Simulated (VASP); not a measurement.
Calculation: PBE GGA, VASP's PBE PAW potentials (set 64) (plane waves; VASP).

VASP input:

File KPOINTS:
```
Automatic mesh
0
Gamma
6 6 6
0 0 0
```

INCAR:
```
SYSTEM = KI
PREC = Accurate
ENCUT = 400
EDIFF = 1E-6
NELM = 100
ALGO = Normal
LREAL = .FALSE.
LASPH = .TRUE.
ISMEAR = 0
SIGMA = 0.05
GGA = PE
LMAXMIX = 4
LWAVE = .FALSE.
LCHARG = .FALSE.
ISIF = 2
```

**POSCAR**
```
KI
1
    0.0000000000     3.5350000000     3.5350000000
    3.5350000000     0.0000000000     3.5350000000
    3.5350000000     3.5350000000     0.0000000000
K I
1 1
Direct
  0.0000000000   0.0000000000   0.0000000000
  0.5000000000   0.5000000000   0.5000000000
```

POTCAR, in this order: K_sv I (PBE.64 set). Program: vasp_std.

The run wrote:

OSZICAR:
```
       N       E                     dE             d eps       ncg     rms          rms(c)
DAV:   1     0.835404734718E+02    0.83540E+02   -0.57199E+03   384   0.923E+02
DAV:   2    -0.351971279214E+00   -0.83892E+02   -0.79493E+02   464   0.226E+02
DAV:   3    -0.535367245616E+01   -0.50017E+01   -0.49816E+01   488   0.529E+01
DAV:   4    -0.563691521990E+01   -0.28324E+00   -0.28291E+00   696   0.107E+01
DAV:   5    -0.563813026409E+01   -0.12150E-02   -0.12150E-02   520   0.727E-01    0.307E+00
DAV:   6    -0.555515362672E+01    0.82977E-01   -0.12218E-01   444   0.220E+00    0.222E+00
DAV:   7    -0.555088112583E+01    0.42725E-02   -0.13292E-01   468   0.206E+00    0.804E-01
DAV:   8    -0.555617212149E+01   -0.52910E-02   -0.14348E-02   488   0.871E-01    0.107E-01
DAV:   9    -0.555663872075E+01   -0.46660E-03   -0.83200E-04   492   0.192E-01    0.716E-02
DAV:  10    -0.555686991080E+01   -0.23119E-03   -0.22872E-04   452   0.101E-01    0.205E-02
DAV:  11    -0.555688910116E+01   -0.19190E-04   -0.36341E-05   468   0.369E-02    0.117E-02
DAV:  12    -0.555689012997E+01   -0.10288E-05   -0.42809E-06   468   0.172E-02    0.110E-02
DAV:  13    -0.555689050995E+01   -0.37999E-06   -0.10684E-06   356   0.697E-03
   1 F= -.55568905E+01 E0= -.55568905E+01  d E =-.436908E-17
```

OUTCAR:
```
------------------------ aborting loop because EDIFF is reached ----------------------------------------
  FORCE on cell =-STRESS in cart. coord.  units (eV):
  Direction    XX          YY          ZZ          XY          YZ          ZX
  --------------------------------------------------------------------------------------
  Total        0.3240510      0.3240510      0.3240510     -0.0000000      0.0000000      0.0000000
  in kB        5.8765949      5.8765949      5.8765949     -0.0000000      0.0000000      0.0000000
  external PRESSURE =       5.8765949 kB  Pullay stress =       0.0000000 kB
  volume of cell :       88.35
      direct lattice vectors                 reciprocal lattice vectors
     0.000000000  3.535000000  3.535000000    -0.141442716  0.141442716  0.141442716
     3.535000000  0.000000000  3.535000000     0.141442716 -0.141442716  0.141442716
     3.535000000  3.535000000  0.000000000     0.141442716  0.141442716 -0.141442716
  FREE ENERGIE OF THE ION-ELECTRON SYSTEM (eV)
  ---------------------------------------------------
  free  energy   TOTEN  =        -5.5568905100 eV

  energy  without entropy=       -5.5568905100  energy(sigma->0) =       -5.55689051
```
(Selected blocks of OUTCAR.)

The compound is KI in the rock salt structure. The cell was not relaxed at this level.
